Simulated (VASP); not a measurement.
# AgB2 (P6/mmm) in VASP: notebook, part 2 of 3

VASP 6.6.1. The steps go on from the part before.

## Step 3: Relaxation of cell and atoms, rev-vdW-DF2

Contents of INCAR:

```
SYSTEM = AgB2
AGGAC = 0.0
ALGO = Normal
EDIFF = 1E-6
EDIFFG = -0.02
ENCUT = 600
GGA = MK
IBRION = 2
ISIF = 3
ISMEAR = -1
LASPH = .True.
LCHARG = .False.
LREAL = .False.
LUSE_VDW = .True.
LWAVE = .False.
NELM = 80
NSW = 40
PARAM1 = 0.1234
PARAM2 = 0.711357
PREC = Accurate
SIGMA = 0.05
ZAB_VDW = -1.8867
```

Contents of KPOINTS:

```
k-points
0
Gamma
  10 10 8
  0 0 0
```

Contents of POSCAR:

```
AgB2
1.0
    3.0000000000      0.0000000000      0.0000000000
   -1.5000000000      2.5980762114      0.0000000000
    0.0000000000      0.0000000000      3.2400000000
Ag B
1 2
Direct
    0.0000000000      0.0000000000      0.0000000000
    0.6666666667      0.3333333333      0.5000000000
    0.3333333333      0.6666666667      0.5000000000
```

Potentials or basis: VASP PAW PBE potentials, release 64 (Ag, B).

Run with:

```console
$ cat potpaw_PBE.64/Ag/POTCAR potpaw_PBE.64/B/POTCAR > POTCAR
$ mpirun -np 1 vasp_std > vasp.out
```

OUTCAR:

```text
SYSTEM = AgB2
   EDIFF = 1E-6
   EDIFFG = -0.02
   ENCUT = 600
   GGA = MK
   IBRION = 2
   ISIF = 3
   ISMEAR = -1
   LASPH = .True.
   LREAL = .False.
   NELM = 80
   NSW = 40
   PREC = Accurate

 ion  position               nearest neighbor table
   1  0.000  0.000  0.000-   2 2.37   3 2.37   2 2.37   3 2.37   2 2.37   2 2.37   3 2.37   3 2.37
                             2 2.37   2 2.37   3 2.37   3 2.37
   2  0.667  0.333  0.500-   3 1.73   3 1.73   3 1.73   1 2.37   1 2.37   1 2.37   1 2.37   1 2.37
                             1 2.37
   3  0.333  0.667  0.500-   2 1.73   2 1.73   2 1.73   1 2.37   1 2.37   1 2.37   1 2.37   1 2.37
                             1 2.37

  LATTYP: Found a hexagonal cell.
 ALAT       =     3.0000000000
 C/A-ratio  =     1.0800000000

  Lattice vectors:

 A1 = (   3.0000000000,   0.0000000000,   0.0000000000)
 A2 = (  -1.5000000000,   2.5980762114,   0.0000000000)
 A3 = (   0.0000000000,   0.0000000000,   3.2400000000)

Analysis of symmetry for initial positions (statically):
=====================================================================
 Subroutine PRICEL returns:
 Original cell was already a primitive cell.

 Routine SETGRP: Setting up the symmetry group for a
 hexagonal supercell.

 Subroutine GETGRP returns: Found 24 space group operations
 (whereof 24 operations were pure point group operations)
 out of a pool of 24 trial point group operations.

The static configuration has the point symmetry D_6h.

Analysis of symmetry for dynamics (positions and initial velocities):
=====================================================================
 Subroutine PRICEL returns:
 Original cell was already a primitive cell.

 Routine SETGRP: Setting up the symmetry group for a
 hexagonal supercell.

 Subroutine GETGRP returns: Found 24 space group operations
 (whereof 24 operations were pure point group operations)
 out of a pool of 24 trial point group operations.

The dynamic configuration has the point symmetry D_6h.

 Subroutine INISYM returns: Found 24 space group operations
 (whereof 24 operations are pure point group operations),
 and found     1 'primitive' translations

----------------------------------------------------------------------------------------
[... 109 lines left out ...]
   EFERMI =   0.00;   METHOD = LEGACY
   ISMEAR =    -1;   SIGMA  =   0.05  broadening in eV -4-tet -1-fermi 0-gaus
   EFERMI_NEDOS =   21; number of points for ismear=-14 and -15
   IALGO  =     38    algorithm
   IMIX   =      4    mixing-type and parameters
     AMIX     =   0.40;   BMIX     =  1.00
     AMIX_MAG =   1.60;   BMIX_MAG =  1.00
  volume/ion in A,a.u.               =       8.42        56.81
  Fermi-wavevector in a.u.,A,eV,Ry     =   1.434779  2.711340 28.008838  2.058591
  Thomas-Fermi vector in A             =   2.554150
   LORBIT       =      0    0 simple, 1 ext, 2 COOP (PROOUT), +10 PAW based schemes
   GGA     = MK    functional components
   LHFCALC =     F    Hartree Fock is set to
   AEXX    =    0.0000 exact exchange contribution
   IVDW_NL    =     1    kernel type
   BPARAM     = 6.3000
   IVDW    =     0    specifies the selected vdW correction
   LEPSILON=     F    determine dielectric tensor
   LRPA    =     F    only Hartree local field effects (RPA)
 conjugate gradient relaxation of ions
 non-spin polarized calculation
  energy-cutoff  :      600.00
  volume of cell :       25.25
 maximum number of plane-waves:       862
 NGX is ok and might be reduce to    24
   NGX = 11   NGY = 11   NGZ = 13

--------------------------------------- Ionic step        1  -------------------------------------------

 number of electron      16.9999998 magnetization

 Free energy of the ion-electron system (eV)
  ---------------------------------------------------
  ext. energy  EPLUGINS =         0.00000000
  ---------------------------------------------------
  free energy    TOTEN  =        -9.67419245 eV

  energy without entropy =       -9.66146835  energy(sigma->0) =       -9.66783040

 E-fermi :  10.6257     XC(G=0): -13.3234

 val. band max:       10.6166728872   @ k =   0.2000  -0.0000   0.3750
 cond. band min:      10.6273928677   @ k =   0.2000   0.1000   0.0000
 fundamental gap:      0.0107199805
 Fermi energy:        10.6257086663

 k-point     1 :       0.0000    0.0000    0.0000
  band No.  band energies     occupation
      1      -3.6899      2.00000
      2       3.4827      2.00000
      3       3.9931      2.00000
      4       3.9931      2.00000
      5       5.5597      2.00000
      6       5.5597      2.00000
      7       7.4570      2.00000
      8      11.6813      0.00000
      9      11.6813      0.00000
     10      16.2977      0.00000
     11      16.2977      0.00000
     12      16.3208      0.00000
[... 656 lines left out ...]
--------------------------------------- Ionic step        9  -------------------------------------------

 number of electron      16.9999996 magnetization

 Free energy of the ion-electron system (eV)
  ---------------------------------------------------
  ext. energy  EPLUGINS =         0.00000000
  ---------------------------------------------------
  free energy    TOTEN  =       -10.90679882 eV

  energy without entropy =      -10.90065478  energy(sigma->0) =      -10.90372680

 E-fermi :   7.0640     XC(G=0): -12.0865

 val. band max:        7.0577381957   @ k =   0.2000  -0.0000   0.0000
 cond. band min:       7.0903885569   @ k =   0.1000   0.1000   0.0000
 fundamental gap:      0.0326503612
 Fermi energy:         7.0640496891

 k-point     1 :       0.0000    0.0000    0.0000
  band No.  band energies     occupation
      1      -5.0006      2.00000
      2       1.3260      2.00000
      3       2.2545      2.00000
      4       2.2545      2.00000
      5       3.2090      2.00000
      6       3.2090      2.00000
      7       3.2996      2.00000
      8       8.3047      0.00000
      9       8.3405      0.00000
     10       8.3405      0.00000
     11      14.7302      0.00000
     12      14.7302      0.00000
[... 379 lines left out ...]
  energy  without entropy=      -10.9006547803  energy(sigma->0) =      -10.90372680

Total vdW correction in eV:      2.3899429

 reached required accuracy - stopping structural energy minimisation
```

OSZICAR:

```text
N       E                     dE             d eps       ncg     rms          rms(c)
DAV:   1     0.883958580225E+02    0.88396E+02   -0.91316E+03  1688   0.148E+03
DAV:   2    -0.114711583707E+02   -0.99867E+02   -0.93548E+02  1836   0.293E+02
DAV:   3    -0.139935720988E+02   -0.25224E+01   -0.24857E+01  2016   0.481E+01
[... 83 lines left out ...]
DAV:   3    -0.109073540906E+02    0.14889E-02   -0.26995E-03  1804   0.838E-01    0.293E-01
DAV:   4    -0.109068416386E+02    0.51245E-03   -0.16457E-03  1860   0.345E-01    0.401E-02
DAV:   5    -0.109068052074E+02    0.36431E-04   -0.83969E-05  1800   0.138E-01    0.422E-02
DAV:   6    -0.109067997769E+02    0.54305E-05   -0.38607E-05  1888   0.590E-02    0.959E-03
DAV:   7    -0.109067988219E+02    0.95495E-06   -0.52588E-06  1920   0.393E-02
   9 F= -.10906799E+02 E0= -.10903727E+02  d E =-.768614E-02
```

Run time: 4.4 min. Hardware: 1 thread of Intel Xeon Platinum 8559C (Emerald Rapids), shared host; peak memory 0.31 GiB.

What came out:

- Free energy: -10.9068 eV
- Relaxed volume: 10.59 Å³/atom
- Relaxed cell: a = 3.006 Å, b = 3.006 Å, c = 4.060 Å, α = 90.00°, β = 90.00°, γ = 120.00°
- Space group after relaxing (to 0.05 Å): P6/mmm (No. 191)
- Energy gained by relaxing: 410.9 meV/atom
- Ionic steps: 9
- Pressure after relaxing: 0.1 GPa
- Band gap on the k mesh: none (metal or under the smearing width)

The path:
| step | energy change (eV) | largest force (eV/Å) | pressure (GPa) | volume (Å³) |
| --- | --- | --- | --- | --- |
| 1 | 0.0000 | 0.0000 | 51.53 | 25.25 |
| 2 | -0.6053 | 0.0000 | -19.77 | 36.43 |
| 3 | -0.9025 | 0.0000 | -3.61 | 31.46 |
| 4 | -1.1307 | 0.0000 | -1.17 | 31.33 |
| 5 | -1.1764 | 0.0000 | 7.59 | 30.79 |
| 6 | -1.2243 | 0.0000 | 2.86 | 31.08 |
| 7 | -1.2249 | 0.0000 | 3.43 | 31.04 |
| 8 | -1.2305 | 0.0000 | -1.73 | 32.15 |
| 9 | -1.2326 | 0.0000 | 0.08 | 31.76 |

Final structure:
```yaml
crystal:
  lattice:
    - [3.00561, 0.00000, 0.00000]
    - [-1.50281, 2.60294, 0.00000]
    - [0.00000, 0.00000, 4.05978]
  atoms:
    - { symbol: Ag, position: [0.00000, 0.00000, 0.00000] }
    - { symbol: B, position: [0.66667, 0.33333, 0.50000] }
    - { symbol: B, position: [0.33333, 0.66667, 0.50000] }
```

Caveat: the volume moved by over 15 % at a fixed basis, so the end points are rough; the PAW data sets were made with another functional, which shifts forces and pressure a little. Zero-point motion and thermal expansion aren't in these numbers.

(Part 2 of 3 ends here.)
